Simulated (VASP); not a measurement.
# CaBr (P6_3mc) in VASP: equation of state

Aim: energy against volume of CaBr in PBE, for its equilibrium volume and stiffness.

All numbers are computed with VASP 6.6.1; they aren't measurements. Logs are shortened: lines on timing, memory, paths and dates and some standing lists are left out, and cuts for length are marked.

### Step 1. Starting point

The structure is hexagonal, space group P6_3mc (No. 186). The conventional cell has a = 4.084 Å, b = 4.084 Å, c = 9.672 Å, α = 90.00°, β = 90.00°, γ = 120.00°. Br (site symmetry 3m) has 4 Ca at 2.96 to 3.01 Å as nearest neighbours. Ca (site symmetry 3m) has 4 Br at 2.96 to 3.01 Å as nearest neighbours.

The cell comes from a database or a generator and needn't be the stable form of this composition.

### Step 2. Equation of state, PBE, 32.83 Å³/atom (volume scaled by 0.94)

INCAR reads:

```
PREC     = Accurate       # precision mode
ENCUT    = 520            # plane-wave cutoff, eV
EDIFF    = 1E-7           # SCF threshold, eV
ISMEAR   = -1             # smearing method
SIGMA    = 0.05           # smearing width, eV
LREAL    = F              # projectors in reciprocal space
LASPH    = T              # aspherical terms in the spheres
NELM     = 100            # most SCF steps
ALGO     = Normal         # electronic algorithm
ISIF     = 2              # what is computed and relaxed
LWAVE    = F              # write WAVECAR
LCHARG   = F              # write CHGCAR
GGA      = PE             # functional
NBANDS   = 25             # bands
```

KPOINTS reads:

```
regular mesh
0
Gamma
  8 8 3
```

POSCAR reads:

```
CaBr
1.0
    4.0007746803      0.0000000000      0.0000000000
   -2.0003873401      3.4647725080      0.0000000000
    0.0000000000      0.0000000000      9.4746802713
Br Ca
2 2
Direct
    0.6666666667      0.3333333333      0.5344880000
    0.3333333333      0.6666666667      0.0344880000
    0.6666666667      0.3333333333      0.8405120000
    0.3333333333      0.6666666667      0.3405120000
```

Potentials or basis: VASP PAW PBE potentials, release 64 (Br, Ca_sv).

Command:

```bash
cat potpaw_PBE.64/Br/POTCAR potpaw_PBE.64/Ca_sv/POTCAR > POTCAR
mpirun -np 1 vasp_std > vasp.out
```

OUTCAR:

```text
PREC = Accurate
   ENCUT = 520
   EDIFF = 1E-7
   ISMEAR = -1
   LREAL = F
   LASPH = T
   NELM = 100
   ISIF = 2
   GGA = PE

 Found     20 irreducible k-points:

 Following reciprocal coordinates:
            Coordinates               Weight
  0.000000  0.000000  0.000000      1.000000
  0.125000 -0.000000  0.000000      6.000000
  0.250000 -0.000000  0.000000      6.000000
  0.375000  0.000000  0.000000      6.000000
  0.500000 -0.000000  0.000000      3.000000
  0.125000  0.125000  0.000000      6.000000
   k-points           NKPTS =     20   k-points in BZ     NKDIM =     20   number of bands    NBANDS=     25
   number of dos      NEDOS =    301   number of ions     NIONS =      4
   total plane-waves  NPLWV =  63000
   dimension x,y,z NGX =    30 NGY =   30 NGZ =   70
   dimension x,y,z NGXF=    60 NGYF=   60 NGZF=  140
   ions per type =               2   2
   NGX,Y,Z   is equivalent  to a cutoff of  12.47, 12.47, 12.28 a.u.
   NGXF,Y,Z  is equivalent  to a cutoff of  24.93, 24.93, 24.56 a.u.
 SYSTEM =  unknown system
   PREC   = accura    normal or accurate (medium, high low for compatibility)
   ISTART =      0    job   : 0-new  1-cont  2-samecut
   ICHARG =      2    charge: 1-file 2-atom 10-const
   ISPIN  =      1    spin polarized calculation?
   LNONCOLLINEAR =      F non collinear calculations
   LSORBIT =      F    spin-orbit coupling
   LASPH  =      T    aspherical Exc in radial PAW
   ENCUT  =  520.0 eV  38.22 Ry    6.18 a.u.   7.44  7.44 17.62*2*pi/ulx,y,z
   NELM   =    100;   NELMIN=  2; NELMDL= -5     # of ELM steps
   EDIFF  = 0.1E-06   stopping-criterion for ELM
   LREAL  =      F    real-space projection
   EDIFFG = 0.1E-05   stopping-criterion for IOM
   NSW    =      0    number of steps for IOM
   IBRION =     -1    ionic relax: 0-MD 1-quasi-New 2-CG
   NFREE  =      0    steps in history (QN), initial steepest desc. (CG)
   ISIF   =      2    stress and relaxation
   ISYM   =      2    0-nonsym 1-usesym 2-fastsym
   POTIM  = 0.5000    time-step for ionic-motion
   TEBEG  =    0.0;   TEEND  =   0.0 temperature during run
   PSTRESS=    0.0 pullay stress
   NELECT =      34.0000    total number of electrons
   NUPDOWN=      -1.0000    fix difference up-down
   EMIN   =  10.00;   EMAX   =-10.00  energy-range for DOS
   EFERMI =   0.00;   METHOD = LEGACY
   ISMEAR =    -1;   SIGMA  =   0.05  broadening in eV -4-tet -1-fermi 0-gaus
   EFERMI_NEDOS =   21; number of points for ismear=-14 and -15
   IALGO  =     38    algorithm
   IMIX   =      4    mixing-type and parameters
     AMIX     =   0.40;   BMIX     =  1.00
     AMIX_MAG =   1.60;   BMIX_MAG =  1.00
  volume/ion in A,a.u.               =      32.83       221.57
  Fermi-wavevector in a.u.,A,eV,Ry     =   1.043374  1.971691 14.811701  1.088629
  Thomas-Fermi vector in A             =   2.178080
   LORBIT       =      0    0 simple, 1 ext, 2 COOP (PROOUT), +10 PAW based schemes
   GGA     = PE    functional components
   LHFCALC =     F    Hartree Fock is set to
   AEXX    =    0.0000 exact exchange contribution
   IVDW    =     0    specifies the selected vdW correction
   LEPSILON=     F    determine dielectric tensor
   LRPA    =     F    only Hartree local field effects (RPA)
 non-spin polarized calculation
  energy-cutoff  :      520.00
  volume of cell :      131.34
 maximum number of plane-waves:      3563
 NGX is ok and might be reduce to    30
   NGX = 15   NGY = 15   NGZ = 35

 number of electron      34.0000005 magnetization

 Free energy of the ion-electron system (eV)
  ---------------------------------------------------
  ext. energy  EPLUGINS =         0.00000000
  ---------------------------------------------------
  free energy    TOTEN  =       -11.94510375 eV

  energy without entropy =      -11.89896658  energy(sigma->0) =      -11.92203517

 E-fermi :   3.5322     XC(G=0):  -8.2030

 val. band max:        3.5112448217   @ k =   0.0000   0.0000   0.0000
 cond. band min:       3.5566876024   @ k =   0.5000  -0.0000   0.3333
 fundamental gap:      0.0454427807
 Fermi energy:         3.5322426359

 k-point     1 :       0.0000    0.0000    0.0000
  band No.  band energies     occupation
      1     -38.8162      2.00000
      2     -38.8159      2.00000
      3     -19.8685      2.00000
      4     -19.8266      2.00000
      5     -19.8091      2.00000
      6     -19.8091      2.00000
[... 17 lines left out ...]
     24       6.0360      0.00000
     25       6.1187      0.00000

 k-point     2 :       0.1250   -0.0000    0.0000
  band No.  band energies     occupation
      1     -38.8152      2.00000
      2     -38.8148      2.00000
      3     -19.8650      2.00000
      4     -19.8282      2.00000
      5     -19.8224      2.00000
      6     -19.8195      2.00000
[... 17 lines left out ...]
     24       6.1345      0.00000
     25       6.1478      0.00000

 k-point     3 :       0.2500   -0.0000    0.0000
  band No.  band energies     occupation
      1     -38.8125      2.00000
      2     -38.8122      2.00000
      3     -19.8707      2.00000
      4     -19.8616      2.00000
      5     -19.8396      2.00000
      6     -19.8205      2.00000
[... 17 lines left out ...]
     24       6.2465      0.00000
     25       6.2830      0.00000

 k-point     4 :       0.3750    0.0000    0.0000
  band No.  band energies     occupation
      1     -38.8099      2.00000
      2     -38.8097      2.00000
      3     -19.9008      2.00000
      4     -19.8975      2.00000
      5     -19.8308      2.00000
      6     -19.8285      2.00000
[... 17 lines left out ...]
     24       6.5206      0.00000
     25       6.7894      0.00000

 k-point     5 :       0.5000   -0.0000    0.0000
  band No.  band energies     occupation
      1     -38.8088      2.00000
      2     -38.8087      2.00000
      3     -19.9146      2.00000
      4     -19.9122      2.00000
      5     -19.8318      2.00000
      6     -19.8304      2.00000
[... 17 lines left out ...]
     24       6.9268      0.00000
     25       7.0295      0.00000

 k-point     6 :       0.1250    0.1250    0.0000
  band No.  band energies     occupation
      1     -38.8133      2.00000
      2     -38.8130      2.00000
      3     -19.8645      2.00000
      4     -19.8496      2.00000
      5     -19.8375      2.00000
      6     -19.8200      2.00000
[... 17 lines left out ...]
     24       6.0895      0.00000
     25       6.2739      0.00000

 [... further k-points ...]

------------------------ aborting loop because EDIFF is reached ----------------------------------------

  FORCE on cell =-STRESS in cart. coord.  units (eV):
  Direction    XX          YY          ZZ          XY          YZ          ZX
  --------------------------------------------------------------------------------------
  -------------------------------------------------------------------------------------
  Total        1.3493366      1.3493366      2.6530105      0.0000000      0.0000000      0.0000000
  in kB       16.4606701     16.4606701     32.3642960      0.0000000      0.0000000      0.0000000
  external PRESSURE =      21.7618787 kB  Pullay stress =       0.0000000 kB

 VOLUME and BASIS-vectors are now :
 -----------------------------------------------------------------------------
  energy-cutoff  :      520.00
  volume of cell :      131.34
      direct lattice vectors                 reciprocal lattice vectors
     4.000774680  0.000000000  0.000000000     0.249951592  0.144309619  0.000000000
    -2.000387340  3.464772508  0.000000000     0.000000000  0.288619238  0.000000000
     0.000000000  0.000000000  9.474680271     0.000000000  0.000000000  0.105544459

 POSITION                                       TOTAL-FORCE (eV/Angst)
 -----------------------------------------------------------------------------------
      2.00039      1.15492      5.06410         0.000000     -0.000000      0.225310
     -0.00000      2.30985      0.32676         0.000000      0.000000      0.225310
      2.00039      1.15492      7.96358         0.000000     -0.000000     -0.225310
     -0.00000      2.30985      3.22624        -0.000000      0.000000     -0.225310
 -----------------------------------------------------------------------------------
    total drift:                               -0.000000      0.000000      0.000256

  FREE ENERGIE OF THE ION-ELECTRON SYSTEM (eV)
  ---------------------------------------------------
  free  energy   TOTEN  =       -11.9451037537 eV

  energy  without entropy=      -11.8989665837  energy(sigma->0) =      -11.92203517
```

Wall time 64 s (1 thread of Intel Xeon 6975P-C (Granite Rapids), shared host); peak memory 0.26 GiB.

What came out:

| Quantity | Value |
| --- | --- |
| Free energy | -11.9451 eV |
| Pressure | 2.2 GPa |
| Largest force | 0.225 eV/Å |
| Band gap on the k mesh | none (metal or under the smearing width) |

### Step 3. Equation of state, PBE, 33.53 Å³/atom (volume scaled by 0.96)

INCAR reads:

```
SYSTEM = CaBr
PREC = Accurate
ENCUT = 520
EDIFF = 1E-7
ISMEAR = -1
SIGMA = 0.05
LREAL = .False.
LASPH = .True.
NELM = 80
ALGO = Normal
ISIF = 2
LWAVE = .False.
LCHARG = .False.
GGA = PE
NBANDS = 25
```

KPOINTS reads:

```
regular mesh
0
Gamma
  8 8 3
  0 0 0
```

POSCAR reads:

```
CaBr
1.0
    4.0289500782      0.0000000000      0.0000000000
   -2.0144750391      3.4891731183      0.0000000000
    0.0000000000      0.0000000000      9.5414055703
Br Ca
2 2
Direct
    0.6666666667      0.3333333333      0.5344880000
    0.3333333333      0.6666666667      0.0344880000
    0.6666666667      0.3333333333      0.8405120000
    0.3333333333      0.6666666667      0.3405120000
```

Potentials or basis: VASP PAW PBE potentials, release 64 (Br, Ca_sv).

Command:

```bash
cat potpaw_PBE.64/Br/POTCAR potpaw_PBE.64/Ca_sv/POTCAR > POTCAR
mpirun -np 1 vasp_std > vasp.out
```

Wall time 40 s (1 thread of Intel Xeon 6975P-C (Granite Rapids), shared host); peak memory 0.26 GiB.

Results (log left out):

```
Free energy            : -11.9783 eV
Pressure               : 1.6 GPa
Largest force          : 0.191 eV/Å
Band gap on the k mesh : none (metal or under the smearing width)
```

### Step 4. Equation of state, PBE, 34.23 Å³/atom (volume scaled by 0.98)

INCAR reads:

```
SYSTEM = CaBr
PREC = Accurate
ENCUT = 520
EDIFF = 1E-7
ISMEAR = -1
SIGMA = 0.05
LREAL = .FALSE.
LASPH = .TRUE.
NELM = 100
ALGO = Normal
ISIF = 2
LWAVE = .FALSE.
LCHARG = .FALSE.
GGA = PE
NBANDS = 25
```

KPOINTS reads:

```
Automatic mesh
0
G
  8 8 3
  0 0 0
```

POSCAR reads:

```
CaBr
1.0
    4.0567368189      0.0000000000      0.0000000000
   -2.0283684094      3.5132371416      0.0000000000
    0.0000000000      0.0000000000      9.6072104467
Br Ca
2 2
Direct
    0.6666666667      0.3333333333      0.5344880000
    0.3333333333      0.6666666667      0.0344880000
    0.6666666667      0.3333333333      0.8405120000
    0.3333333333      0.6666666667      0.3405120000
```

Command:

```bash
cat potpaw_PBE.64/Br/POTCAR potpaw_PBE.64/Ca_sv/POTCAR > POTCAR
mpirun -np 1 vasp_std > vasp.out
```

Wall time 42 s (1 thread of Intel Xeon 6975P-C (Granite Rapids), shared host); peak memory 0.26 GiB.

The run converged. Its results:

| Item | Value |
| --- | --- |
| Free energy | -12.0019 eV |
| Pressure | 1.1 GPa |
| Largest force | 0.160 eV/Å |
| Band gap on the k mesh | none (metal or under the smearing width) |

### Step 5. Equation of state, PBE, 35.63 Å³/atom (volume scaled by 1.02)

INCAR reads:

```
ALGO = Normal ; EDIFF = 1E-7
ENCUT = 520 ; GGA = PE
ISIF = 2 ; ISMEAR = -1
LASPH = T ; LCHARG = F
LREAL = F ; LWAVE = F
NBANDS = 25 ; NELM = 80
PREC = Accurate ; SIGMA = 0.05
```

KPOINTS reads:

```
k-points
0
Gamma
  8 8 3
```

POSCAR reads:

```
CaBr
1.0
    4.1111961605      0.0000000000      0.0000000000
   -2.0555980802      3.5604003149      0.0000000000
    0.0000000000      0.0000000000      9.7361816813
Br Ca
2 2
Direct
    0.6666666667      0.3333333333      0.5344880000
    0.3333333333      0.6666666667      0.0344880000
    0.6666666667      0.3333333333      0.8405120000
    0.3333333333      0.6666666667      0.3405120000
```

Potentials or basis: VASP PAW PBE potentials, release 64 (Br, Ca_sv).

Command:

```bash
cat potpaw_PBE.64/Br/POTCAR potpaw_PBE.64/Ca_sv/POTCAR > POTCAR
mpirun -np 1 vasp_std > vasp.out
```

OUTCAR:

```text
EDIFF = 1E-7
   ENCUT = 520
   GGA = PE
   ISIF = 2
   ISMEAR = -1
   LASPH = T
   LREAL = F
   NELM = 80
   PREC = Accurate

 Found     20 irreducible k-points:

 Following reciprocal coordinates:
            Coordinates               Weight
  0.000000  0.000000  0.000000      1.000000
  0.125000 -0.000000  0.000000      6.000000
  0.250000 -0.000000  0.000000      6.000000
  0.375000  0.000000  0.000000      6.000000
[... 247 lines left out ...]

  FORCE on cell =-STRESS in cart. coord.  units (eV):
  Direction    XX          YY          ZZ          XY          YZ          ZX
  --------------------------------------------------------------------------------------
  -------------------------------------------------------------------------------------
  Total       -0.0584549     -0.0584549      0.5681969     -0.0000000     -0.0000000      0.0000000
  in kB       -0.6571669     -0.6571669      6.3878353     -0.0000000     -0.0000000      0.0000000
  external PRESSURE =       1.6911672 kB  Pullay stress =       0.0000000 kB

 VOLUME and BASIS-vectors are now :
 -----------------------------------------------------------------------------
  energy-cutoff  :      520.00
  volume of cell :      142.51
      direct lattice vectors                 reciprocal lattice vectors
     4.111196160  0.000000000  0.000000000     0.243238211  0.140433647  0.000000000
    -2.055598080  3.560400315  0.000000000     0.000000000  0.280867293  0.000000000
     0.000000000  0.000000000  9.736181681     0.000000000  0.000000000  0.102709669

 POSITION                                       TOTAL-FORCE (eV/Angst)
 -----------------------------------------------------------------------------------
      2.05560      1.18680      5.20387        -0.000000     -0.000000      0.104236
     -0.00000      2.37360      0.33578        -0.000000      0.000000      0.104236
      2.05560      1.18680      8.18338         0.000000     -0.000000     -0.104236
     -0.00000      2.37360      3.31529        -0.000000      0.000000     -0.104236
 -----------------------------------------------------------------------------------
    total drift:                               -0.000000      0.000000     -0.000464

  FREE ENERGIE OF THE ION-ELECTRON SYSTEM (eV)
  ---------------------------------------------------
  free  energy   TOTEN  =       -12.0238775752 eV

  energy  without entropy=      -11.9834516540  energy(sigma->0) =      -12.00366461
```

OSZICAR:

```text
N       E                     dE             d eps       ncg     rms          rms(c)
DAV:   1     0.296652919069E+03    0.29665E+03   -0.15797E+04  1008   0.121E+03
DAV:   2     0.140104987763E+02   -0.28264E+03   -0.27298E+03  1131   0.323E+02
DAV:   3    -0.108151690688E+02   -0.24826E+02   -0.24520E+02  1621   0.788E+01
DAV:   4    -0.120827314332E+02   -0.12676E+01   -0.12535E+01  1648   0.169E+01
DAV:   5    -0.121282117180E+02   -0.45480E-01   -0.45468E-01  1486   0.221E+00    0.631E+00
DAV:   6    -0.120239126352E+02    0.10430E+00   -0.23028E-01  1352   0.247E+00    0.369E+00
DAV:   7    -0.120231516777E+02    0.76096E-03   -0.20653E-01  1367   0.264E+00    0.537E-01
DAV:   8    -0.120233937289E+02   -0.24205E-03   -0.19035E-02  1344   0.761E-01    0.974E-02
DAV:   9    -0.120237750279E+02   -0.38130E-03   -0.10264E-03  1696   0.161E-01    0.304E-02
DAV:  10    -0.120238438920E+02   -0.68864E-04   -0.51609E-05  1343   0.394E-02    0.191E-02
DAV:  11    -0.120238777998E+02   -0.33908E-04   -0.56584E-05  1328   0.439E-02    0.572E-03
DAV:  12    -0.120238775534E+02    0.24639E-06   -0.13258E-06  1590   0.658E-03    0.212E-03
DAV:  13    -0.120238775752E+02   -0.21857E-07   -0.54560E-07  1344   0.455E-03
   1 F= -.12023878E+02 E0= -.12003665E+02  d E =-.404259E-01
```

Wall time 49 s (1 thread of Intel Xeon 6975P-C (Granite Rapids), shared host); peak memory 0.28 GiB.

Results:

| Property | Result |
| --- | --- |
| Free energy | -12.0239 eV |
| Pressure | 0.2 GPa |
| Largest force | 0.104 eV/Å |
| Band gap on the k mesh | none (metal or under the smearing width) |

### Step 6. Equation of state, PBE, 36.33 Å³/atom (volume scaled by 1.04)

INCAR reads:

```
PREC     = Accurate       # precision mode
ENCUT    = 520            # plane-wave cutoff, eV
EDIFF    = 1E-7           # SCF threshold, eV
ISMEAR   = -1             # smearing method
SIGMA    = 0.05           # smearing width, eV
LREAL    = False          # projectors in reciprocal space
LASPH    = True           # aspherical terms in the spheres
NELM     = 60             # most SCF steps
ALGO     = Normal         # electronic algorithm
ISIF     = 2              # what is computed and relaxed
LWAVE    = False          # write WAVECAR
LCHARG   = False          # write CHGCAR
GGA      = PE             # functional
NBANDS   = 25             # bands
```

KPOINTS reads:

```
regular mesh
0
Gamma
  8 8 3
```

POSCAR reads:

```
CaBr
1.0
    4.1378929875      0.0000000000      0.0000000000
   -2.0689464937      3.5835204453      0.0000000000
    0.0000000000      0.0000000000      9.7994054118
Br Ca
2 2
Direct
    0.6666666667      0.3333333333      0.5344880000
    0.3333333333      0.6666666667      0.0344880000
    0.6666666667      0.3333333333      0.8405120000
    0.3333333333      0.6666666667      0.3405120000
```

Potentials or basis: VASP PAW PBE potentials, release 64 (Br, Ca_sv).

Command:

```bash
cat potpaw_PBE.64/Br/POTCAR potpaw_PBE.64/Ca_sv/POTCAR > POTCAR
mpirun -np 1 vasp_std > vasp.out
```

Run time: 52 s. Hardware: 1 thread of Intel Xeon 6975P-C (Granite Rapids), shared host; peak memory 0.29 GiB.

Results (log left out):

| Quantity | Value |
| --- | --- |
| Free energy | -12.0237 eV |
| Pressure | -0.2 GPa |
| Largest force | 0.080 eV/Å |
| Band gap on the k mesh | none (metal or under the smearing width) |

### Step 7. Equation of state, PBE, 37.03 Å³/atom (volume scaled by 1.06)

INCAR reads:

```
SYSTEM = CaBr
PREC = Accurate ; ENCUT = 520
EDIFF = 1E-7 ; ISMEAR = -1
SIGMA = 0.05 ; LREAL = .FALSE.
LASPH = .TRUE. ; NELM = 60
ALGO = Normal ; ISIF = 2
LWAVE = .FALSE. ; LCHARG = .FALSE.
GGA = PE ; NBANDS = 25
```

KPOINTS reads:

```
regular mesh
0
G
  8 8 3
  0 0 0
```

POSCAR reads:

```
CaBr
1.0
    4.1642497044      0.0000000000      0.0000000000
   -2.0821248522      3.6063460317      0.0000000000
    0.0000000000      0.0000000000      9.8618236897
Br Ca
2 2
Direct
    0.6666666667      0.3333333333      0.5344880000
    0.3333333333      0.6666666667      0.0344880000
    0.6666666667      0.3333333333      0.8405120000
    0.3333333333      0.6666666667      0.3405120000
```

Command:

```bash
cat potpaw_PBE.64/Br/POTCAR potpaw_PBE.64/Ca_sv/POTCAR > POTCAR
mpirun -np 1 vasp_std > vasp.out
```

Wall time 44 s (1 thread of Intel Xeon 6975P-C (Granite Rapids), shared host); peak memory 0.29 GiB.

It converged, with:

| Quantity | Value |
| --- | --- |
| Free energy | -12.0169 eV |
| Pressure | -0.6 GPa |
| Largest force | 0.057 eV/Å |
| Band gap on the k mesh | none (metal or under the smearing width) |

### Step 8. Equation of state, PBE

Potentials or basis: VASP PAW PBE potentials, release 64 (Br, Ca_sv).

This step only gathers the single runs of the series.

What came out:

```
Equilibrium volume                        : 35.96 Å³/atom
Bulk modulus at fixed shape and positions : 20 GPa
Pressure derivative of the bulk modulus   : 3.8
```

Energy against volume, from the lowest point:
```tsv
volume (Å³/atom)	energy (meV/atom)
32.834	19.69
33.533	11.39
34.231	5.49
34.930	1.76
35.628	0.00
36.327	0.05
37.026	1.74
```

Caveat: the cell was scaled at fixed shape and fractional positions, which overstates the stiffness of a crystal with free parameters, most of all of layers and chains.
